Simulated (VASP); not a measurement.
# NaY (Pm-3m) in VASP: notebook, part 2 of 2

VASP 6.6.1.

### Step 3. Band structure, BLYP

Contents of POSCAR:

```
NaY
1.0
    4.0118800000      0.0000000000      0.0000000000
    0.0000000000      4.0118800000      0.0000000000
    0.0000000000      0.0000000000      4.0118800000
Na Y
1 1
Direct
    0.0000000000      0.0000000000      0.0000000000
    0.5000000000      0.5000000000      0.5000000000
```

Contents of INCAR.step1:

```
AGGAC = 1.0
AGGAX = 1.0
ALDAC = 0.0
ALDAX = 1.0
ALGO = Normal
EDIFF = 1E-7
ENCUT = 520
GGA = B5
ISIF = 2
ISMEAR = -1
LASPH = T
LCHARG = T
LMAXMIX = 4
LREAL = F
LWAVE = F
NELM = 60
PREC = Accurate
SIGMA = 0.05
```

Contents of KPOINTS.step1:

```
k-points
0
Gamma
  7 7 7
```

Contents of INCAR.step2:

```
AGGAC = 1.0
AGGAX = 1.0
ALDAC = 0.0
ALDAX = 1.0
ALGO = Normal
EDIFF = 1E-7
ENCUT = 520
GGA = B5
ICHARG = 11
ISIF = 2
ISMEAR = 0
LASPH = T
LCHARG = F
LMAXMIX = 4
LREAL = F
LWAVE = F
NELM = 60
PREC = Accurate
SIGMA = 0.05
```

Contents of KPOINTS.step2:

```
path GXMGRX,MR
10
line-mode
reciprocal
 0.0000000000  0.0000000000  0.0000000000  G
 0.0000000000  0.5000000000  0.0000000000  X

 0.0000000000  0.5000000000  0.0000000000  X
 0.5000000000  0.5000000000  0.0000000000  M

 0.5000000000  0.5000000000  0.0000000000  M
 0.0000000000  0.0000000000  0.0000000000  G

 0.0000000000  0.0000000000  0.0000000000  G
 0.5000000000  0.5000000000  0.5000000000  R

 0.5000000000  0.5000000000  0.5000000000  R
 0.0000000000  0.5000000000  0.0000000000  X

 0.5000000000  0.5000000000  0.0000000000  M
 0.5000000000  0.5000000000  0.5000000000  R
```

Potentials or basis: VASP PAW PBE potentials, release 64 (Na_pv, Y_sv).

Run with:

```
$ cat potpaw_PBE.64/Na_pv/POTCAR potpaw_PBE.64/Y_sv/POTCAR > POTCAR
$ cp INCAR.step1 INCAR
$ cp KPOINTS.step1 KPOINTS
$ mpirun -np 1 vasp_std > vasp.out
$ cp INCAR.step2 INCAR
$ cp KPOINTS.step2 KPOINTS
$ mpirun -np 1 vasp_std > vasp.out
```

OUTCAR:

```text
EDIFF = 1E-7
   ENCUT = 520
   GGA = B5
   ICHARG = 11
   ISIF = 2
   ISMEAR = 0
   LASPH = T
   LREAL = F
   NELM = 60
   PREC = Accurate

 ion  position               nearest neighbor table
   1  0.000  0.000  0.000-   2 3.47   2 3.47   2 3.47   2 3.47   2 3.47   2 3.47   2 3.47   2 3.47

   2  0.500  0.500  0.500-   1 3.47   1 3.47   1 3.47   1 3.47   1 3.47   1 3.47   1 3.47   1 3.47

  LATTYP: Found a simple cubic cell.
 ALAT       =     4.0118800000

[... 562 lines left out ...]
 [... further k-points ...]

------------------------ aborting loop because EDIFF is reached ----------------------------------------

  FORCE on cell =-STRESS in cart. coord.  units (eV):
  Direction    XX          YY          ZZ          XY          YZ          ZX
  --------------------------------------------------------------------------------------
  -------------------------------------------------------------------------------------
  Total       -0.0683059     -0.0683059     -0.0683059     -0.0000000      0.0000000     -0.0000000
  in kB       -1.6948265     -1.6948265     -1.6948265     -0.0000000      0.0000000     -0.0000000
  external PRESSURE =      -1.6948265 kB  Pullay stress =       0.0000000 kB

 VOLUME and BASIS-vectors are now :
 -----------------------------------------------------------------------------
  energy-cutoff  :      520.00
  volume of cell :       64.57
      direct lattice vectors                 reciprocal lattice vectors
     4.011880000  0.000000000  0.000000000     0.249259699  0.000000000  0.000000000
     0.000000000  4.011880000  0.000000000     0.000000000  0.249259699  0.000000000
     0.000000000  0.000000000  4.011880000     0.000000000  0.000000000  0.249259699

 POSITION                                       TOTAL-FORCE (eV/Angst)
 -----------------------------------------------------------------------------------
      0.00000      0.00000      0.00000         0.000000      0.000000      0.000000
      2.00594      2.00594      2.00594         0.000000      0.000000      0.000000
 -----------------------------------------------------------------------------------
    total drift:                                0.000000      0.000000     -0.000000

  FREE ENERGIE OF THE ION-ELECTRON SYSTEM (eV)
  ---------------------------------------------------
  free  energy   TOTEN  =        -5.8552270858 eV

  energy  without entropy=       -5.8474198334  energy(sigma->0) =       -5.85132346
```

OSZICAR.step1:

```text
N       E                     dE             d eps       ncg     rms          rms(c)
DAV:   1     0.105656313898E+03    0.10566E+03   -0.94059E+03   525   0.134E+03
DAV:   2     0.166547000604E+01   -0.10399E+03   -0.10166E+03   560   0.329E+02
DAV:   3    -0.569899673060E+01   -0.73645E+01   -0.70790E+01   996   0.680E+01
DAV:   4    -0.601453778524E+01   -0.31554E+00   -0.31422E+00   607   0.100E+01
DAV:   5    -0.603923869533E+01   -0.24701E-01   -0.24682E-01   855   0.199E+00    0.167E+01
DAV:   6    -0.568779477391E+01    0.35144E+00   -0.66457E-01   684   0.424E+00    0.108E+01
DAV:   7    -0.565649454194E+01    0.31300E-01   -0.67585E-01   757   0.411E+00    0.107E+00
DAV:   8    -0.564456161897E+01    0.11933E-01   -0.12969E-01   695   0.516E+00    0.677E-01
DAV:   9    -0.564508059082E+01   -0.51897E-03   -0.53482E-03   620   0.609E-01    0.648E-01
DAV:  10    -0.564489377948E+01    0.18681E-03   -0.38612E-03   583   0.463E-01    0.172E-01
DAV:  11    -0.564502327543E+01   -0.12950E-03   -0.55578E-04   590   0.240E-01    0.213E-01
DAV:  12    -0.564489245593E+01    0.13082E-03   -0.18597E-04   658   0.121E-01    0.152E-01
DAV:  13    -0.564485054933E+01    0.41907E-04   -0.23104E-04   734   0.109E-01    0.370E-02
DAV:  14    -0.564485108560E+01   -0.53627E-06   -0.98260E-06   700   0.226E-02    0.789E-03
DAV:  15    -0.564485135015E+01   -0.26455E-06   -0.13176E-06   670   0.734E-03    0.541E-03
DAV:  16    -0.564485119953E+01    0.15062E-06   -0.37301E-07   615   0.464E-03    0.942E-03
DAV:  17    -0.564485065483E+01    0.54470E-06   -0.87936E-07   631   0.650E-03    0.719E-04
DAV:  18    -0.564485068734E+01   -0.32504E-07   -0.33299E-08   268   0.149E-03
   1 F= -.56448507E+01 E0= -.56301479E+01  d E =-.294055E-01
```

Run time: 34 s. Hardware: 1 thread of Intel Xeon 6975P-C (Granite Rapids), shared host; peak memory 0.2 GiB.

What came out:

| Property | Result |
| --- | --- |
| Band gap along the path | none (metal or under the smearing width) |

Levels at the corners of the path, in eV from the Fermi level:
```csv
point,band 5,band 6,band 7,band 8,band 9,band 10,band 11,band 12,band 13
Γ,-23.45,-23.45,-23.45,-4.15,-0.21,-0.21,2.69,2.69,2.69
X,-23.55,-23.44,-23.44,-2.19,-1.13,0.27,1.50,1.50,2.85
X,-23.55,-23.44,-23.44,-2.19,-1.13,0.27,1.50,1.50,2.85
M,-23.52,-23.52,-23.44,-1.09,-0.50,0.88,0.88,1.72,1.72
M,-23.52,-23.52,-23.44,-1.09,-0.50,0.88,0.88,1.72,1.72
Γ,-23.45,-23.45,-23.45,-4.15,-0.21,-0.21,2.69,2.69,2.69
Γ,-23.45,-23.45,-23.45,-4.15,-0.21,-0.21,2.69,2.69,2.69
R,-23.53,-23.53,-23.53,-0.36,-0.36,-0.36,3.07,3.07,3.07
R,-23.53,-23.53,-23.53,-0.36,-0.36,-0.36,3.07,3.07,3.07
X,-23.55,-23.44,-23.44,-2.19,-1.13,0.27,1.50,1.50,2.85
M,-23.52,-23.52,-23.44,-1.09,-0.50,0.88,0.88,1.72,1.72
R,-23.53,-23.53,-23.53,-0.36,-0.36,-0.36,3.07,3.07,3.07
```

Caveat: the log is that of the step along the path at fixed density, whose energy, stress, charges and moments have no meaning; the PAW data sets were made with another functional, which shifts forces and pressure a little.

### Step 4. Band structure, AM05

POSCAR is that of step 3.

Contents of INCAR.step1:

```
ALGO = Normal
EDIFF = 1E-7
ENCUT = 520
GGA = AM
ISIF = 2
ISMEAR = -1
LASPH = T
LCHARG = T
LMAXMIX = 4
LREAL = F
LWAVE = F
NELM = 60
PREC = Accurate
SIGMA = 0.05
```

KPOINTS.step1 is that of step 3.

Contents of INCAR.step2:

```
ALGO = Normal
EDIFF = 1E-7
ENCUT = 520
GGA = AM
ICHARG = 11
ISIF = 2
ISMEAR = 0
LASPH = T
LCHARG = F
LMAXMIX = 4
LREAL = F
LWAVE = F
NELM = 60
PREC = Accurate
SIGMA = 0.05
```

KPOINTS.step2 is that of step 3.

Run with:

```
$ cat potpaw_PBE.64/Na_pv/POTCAR potpaw_PBE.64/Y_sv/POTCAR > POTCAR
$ cp INCAR.step1 INCAR
$ cp KPOINTS.step1 KPOINTS
$ mpirun -np 1 vasp_std > vasp.out
$ cp INCAR.step2 INCAR
$ cp KPOINTS.step2 KPOINTS
$ mpirun -np 1 vasp_std > vasp.out
```

Wall time 24 s (1 thread of Intel Xeon 6975P-C (Granite Rapids), shared host); peak memory 0.2 GiB.

It converged, with:

```
Band gap along the path : none (metal or under the smearing width)
```

Levels at the corners of the path, in eV from the Fermi level:
| point | band 5 | band 6 | band 7 | band 8 | band 9 | band 10 | band 11 | band 12 | band 13 |
| --- | --- | --- | --- | --- | --- | --- | --- | --- | --- |
| Γ | -23.42 | -23.42 | -23.42 | -4.22 | -0.17 | -0.17 | 2.80 | 2.80 | 2.80 |
| X | -23.49 | -23.47 | -23.47 | -2.24 | -1.24 | 0.34 | 1.57 | 1.57 | 2.96 |
| X | -23.49 | -23.47 | -23.47 | -2.24 | -1.24 | 0.34 | 1.57 | 1.57 | 2.96 |
| M | -23.46 | -23.43 | -23.43 | -1.10 | -0.47 | 0.74 | 0.74 | 1.80 | 1.80 |
| M | -23.46 | -23.43 | -23.43 | -1.10 | -0.47 | 0.74 | 0.74 | 1.80 | 1.80 |
| Γ | -23.42 | -23.42 | -23.42 | -4.22 | -0.17 | -0.17 | 2.80 | 2.80 | 2.80 |
| Γ | -23.42 | -23.42 | -23.42 | -4.22 | -0.17 | -0.17 | 2.80 | 2.80 | 2.80 |
| R | -23.50 | -23.50 | -23.50 | -0.37 | -0.37 | -0.37 | 2.96 | 2.96 | 2.96 |
| R | -23.50 | -23.50 | -23.50 | -0.37 | -0.37 | -0.37 | 2.96 | 2.96 | 2.96 |
| X | -23.49 | -23.47 | -23.47 | -2.24 | -1.24 | 0.34 | 1.57 | 1.57 | 2.96 |
| M | -23.46 | -23.43 | -23.43 | -1.10 | -0.47 | 0.74 | 0.74 | 1.80 | 1.80 |
| R | -23.50 | -23.50 | -23.50 | -0.37 | -0.37 | -0.37 | 2.96 | 2.96 | 2.96 |

Caveat: the log is that of the step along the path at fixed density, whose energy, stress, charges and moments have no meaning; the PAW data sets were made with another functional, which shifts forces and pressure a little.

### Step 5. Band structure, PW91

POSCAR is that of step 4.

INCAR.step1, as its differences from that of step 4:

```diff
@@ -3,3 +3,3 @@
 ENCUT = 520
-GGA = AM
+GGA = 91
 ISIF = 2
```

KPOINTS.step1 is that of step 4.

INCAR.step2, as its differences from that of step 4:

```diff
@@ -3,3 +3,3 @@
 ENCUT = 520
-GGA = AM
+GGA = 91
 ICHARG = 11
```

KPOINTS.step2 is that of step 4.

Run with:

```
$ cat potpaw_PBE.64/Na_pv/POTCAR potpaw_PBE.64/Y_sv/POTCAR > POTCAR
$ cp INCAR.step1 INCAR
$ cp KPOINTS.step1 KPOINTS
$ mpirun -np 1 vasp_std > vasp.out
$ cp INCAR.step2 INCAR
$ cp KPOINTS.step2 KPOINTS
$ mpirun -np 1 vasp_std > vasp.out
```

Wall time 22 s (1 thread of Intel Xeon 6975P-C (Granite Rapids), shared host); peak memory 0.2 GiB.

The run converged. Its results:

```
Band gap along the path : none (metal or under the smearing width)
```

Levels at the corners of the path, in eV from the Fermi level:
| point | band 7 | band 8 | band 9 | band 10 | band 11 | band 12 |
| --- | --- | --- | --- | --- | --- | --- |
| Γ | -23.43 | -4.19 | -0.18 | -0.18 | 2.77 | 2.77 |
| X | -23.44 | -2.23 | -1.19 | 0.31 | 1.56 | 1.56 |
| X | -23.44 | -2.23 | -1.19 | 0.31 | 1.56 | 1.56 |
| M | -23.43 | -1.09 | -0.49 | 0.79 | 0.79 | 1.78 |
| M | -23.43 | -1.09 | -0.49 | 0.79 | 0.79 | 1.78 |
| Γ | -23.43 | -4.19 | -0.18 | -0.18 | 2.77 | 2.77 |
| Γ | -23.43 | -4.19 | -0.18 | -0.18 | 2.77 | 2.77 |
| R | -23.52 | -0.36 | -0.36 | -0.36 | 2.98 | 2.98 |
| R | -23.52 | -0.36 | -0.36 | -0.36 | 2.98 | 2.98 |
| X | -23.44 | -2.23 | -1.19 | 0.31 | 1.56 | 1.56 |
| M | -23.43 | -1.09 | -0.49 | 0.79 | 0.79 | 1.78 |
| R | -23.52 | -0.36 | -0.36 | -0.36 | 2.98 | 2.98 |

Caveat: the log is that of the step along the path at fixed density, whose energy, stress, charges and moments have no meaning; the PAW data sets were made with another functional, which shifts forces and pressure a little.

### Step 6. Band structure, r2SCAN

Contents of INCAR:

```
ALGO = Normal
EDIFF = 1E-7
ENCUT = 520
ISIF = 2
ISMEAR = -1
LASPH = T
LCHARG = F
LMAXMIX = 4
LMIXTAU = T
LREAL = F
LWAVE = F
METAGGA = R2SCAN
NELM = 60
PREC = Accurate
SIGMA = 0.05
```

Contents of KPOINTS:

```
k-points
0
Gamma
  7 7 7
```

POSCAR is that of step 5.

Contents of KPOINTS_OPT:

```
path GXMGRX,MR
10
line-mode
reciprocal
 0.0000000000  0.0000000000  0.0000000000  G
 0.0000000000  0.5000000000  0.0000000000  X

 0.0000000000  0.5000000000  0.0000000000  X
 0.5000000000  0.5000000000  0.0000000000  M

 0.5000000000  0.5000000000  0.0000000000  M
 0.0000000000  0.0000000000  0.0000000000  G

 0.0000000000  0.0000000000  0.0000000000  G
 0.5000000000  0.5000000000  0.5000000000  R

 0.5000000000  0.5000000000  0.5000000000  R
 0.0000000000  0.5000000000  0.0000000000  X

 0.5000000000  0.5000000000  0.0000000000  M
 0.5000000000  0.5000000000  0.5000000000  R
```

Potentials or basis: VASP PAW PBE potentials, release 64 (Na_pv, Y_sv).

Run with:

```
$ cat potpaw_PBE.64/Na_pv/POTCAR potpaw_PBE.64/Y_sv/POTCAR > POTCAR
$ mpirun -np 1 vasp_std > vasp.out
```

OUTCAR:

```text
EDIFF = 1E-7
   ENCUT = 520
   ISIF = 2
   ISMEAR = -1
   LASPH = T
   LREAL = F
   METAGGA = R2SCAN
   NELM = 60
   PREC = Accurate

 ion  position               nearest neighbor table
   1  0.000  0.000  0.000-   2 3.47   2 3.47   2 3.47   2 3.47   2 3.47   2 3.47   2 3.47   2 3.47

   2  0.500  0.500  0.500-   1 3.47   1 3.47   1 3.47   1 3.47   1 3.47   1 3.47   1 3.47   1 3.47

  LATTYP: Found a simple cubic cell.
 ALAT       =     4.0118800000

  Lattice vectors:

 A1 = (   4.0118800000,   0.0000000000,   0.0000000000)
 A2 = (   0.0000000000,   4.0118800000,   0.0000000000)
 A3 = (   0.0000000000,   0.0000000000,   4.0118800000)

Analysis of symmetry for initial positions (statically):
=====================================================================
 Subroutine PRICEL returns:
 Original cell was already a primitive cell.

 Routine SETGRP: Setting up the symmetry group for a
 simple cubic supercell.

 Subroutine GETGRP returns: Found 48 space group operations
 (whereof 48 operations were pure point group operations)
 out of a pool of 48 trial point group operations.

[... 169 lines left out ...]
      3     -22.7805      2.00000
      4     -22.7805      2.00000
      5     -22.4918      2.00000
      6     -22.4918      2.00000
      7     -22.4918      2.00000
      8      -2.5678      2.00000
      9       1.7560      1.92238
     10       1.7560      1.92238
     11       5.0178      0.00000
     12       5.0178      0.00000
     13       5.0178      0.00000
[... 290 lines left out ...]
  band No.  band energies     occupation
      1     -43.2627      2.00000
      2     -22.7816      2.00000
      3     -22.7758      2.00000
      4     -22.7758      2.00000
      5     -22.5821      2.00000
      6     -22.5821      2.00000
      7     -22.5766      2.00000
      8       1.4018      1.99993
      9       1.6507      1.99024
     10       1.6507      1.99024
     11       4.2319      0.00000
     12       4.4368      0.00000
     13       4.4368      0.00000

------------------------ aborting loop because EDIFF is reached ----------------------------------------

  FORCE on cell =-STRESS in cart. coord.  units (eV):
  Direction    XX          YY          ZZ          XY          YZ          ZX
  --------------------------------------------------------------------------------------
  -------------------------------------------------------------------------------------
  Total        0.0923759      0.0923759      0.0923759     -0.0000000     -0.0000000      0.0000000
  in kB        2.2920566      2.2920566      2.2920566     -0.0000000     -0.0000000      0.0000000
  external PRESSURE =       2.2920566 kB  Pullay stress =       0.0000000 kB

 VOLUME and BASIS-vectors are now :
 -----------------------------------------------------------------------------
  energy-cutoff  :      520.00
  volume of cell :       64.57
      direct lattice vectors                 reciprocal lattice vectors
     4.011880000  0.000000000  0.000000000     0.249259699  0.000000000  0.000000000
     0.000000000  4.011880000  0.000000000     0.000000000  0.249259699  0.000000000
     0.000000000  0.000000000  4.011880000     0.000000000  0.000000000  0.249259699

 POSITION                                       TOTAL-FORCE (eV/Angst)
 -----------------------------------------------------------------------------------
      0.00000      0.00000      0.00000         0.000000      0.000000      0.000000
      2.00594      2.00594      2.00594         0.000000      0.000000      0.000000
 -----------------------------------------------------------------------------------
    total drift:                                0.000000      0.000000      0.000000

  FREE ENERGIE OF THE ION-ELECTRON SYSTEM (eV)
  ---------------------------------------------------
  free  energy   TOTEN  =       -22.9518781394 eV

  energy  without entropy=      -22.9273642705  energy(sigma->0) =      -22.93962120
```

stdout:

```text
POSCAR found type information on POSCAR NaY
 POSCAR found :  2 types and       2 ions
 scaLAPACK will be used
 -----------------------------------------------------------------------------
|                                                                             |
|                                                                             |
|     You enforced a specific xc type in the INCAR file but a different       |
|     I HOPE YOU KNOW WHAT YOU ARE DOING!                                     |
|                                                                             |
 -----------------------------------------------------------------------------

 LDA part: xc-table for (None), standard interpolation
 POSCAR, INCAR and KPOINTS ok, starting setup
 FFT: planning ... GRIDC
 FFT: planning ... GRID_SOFT
 FFT: planning ... GRID
 WAVECAR not read
 entering main loop
 Start KPOINTS_OPT (optional k-point list driver)
k-point batch [1-20\60]
k-point batch [21-40\60]
k-point batch [41-60\60]
```

It took 80 s on 1 thread of Intel Xeon 6975P-C (Granite Rapids), shared host; peak memory 0.18 GiB.

Results:

```yaml
Free_energy: -22.9519 eV
Pressure: 0.2 GPa
Band_gap_along_the_path: none (metal or under the smearing width)
```

Levels at the corners of the path, in eV from the Fermi level:
| point | band 7 | band 8 | band 9 | band 10 | band 11 | band 12 |
| --- | --- | --- | --- | --- | --- | --- |
| Γ | -24.41 | -4.48 | -0.16 | -0.16 | 3.10 | 3.10 |
| X | -24.42 | -2.38 | -1.40 | 0.42 | 1.78 | 1.78 |
| X | -24.42 | -2.38 | -1.40 | 0.42 | 1.78 | 1.78 |
| M | -24.41 | -1.11 | -0.45 | 0.62 | 0.62 | 2.01 |
| M | -24.41 | -1.11 | -0.45 | 0.62 | 0.62 | 2.01 |
| Γ | -24.41 | -4.48 | -0.16 | -0.16 | 3.10 | 3.10 |
| Γ | -24.41 | -4.48 | -0.16 | -0.16 | 3.10 | 3.10 |
| R | -24.50 | -0.37 | -0.37 | -0.37 | 2.97 | 2.97 |
| R | -24.50 | -0.37 | -0.37 | -0.37 | 2.97 | 2.97 |
| X | -24.42 | -2.38 | -1.40 | 0.42 | 1.78 | 1.78 |
| M | -24.41 | -1.11 | -0.45 | 0.62 | 0.62 | 2.01 |
| R | -24.50 | -0.37 | -0.37 | -0.37 | 2.97 | 2.97 |

Caveat: the PAW data sets were made with another functional, which shifts forces and pressure a little.
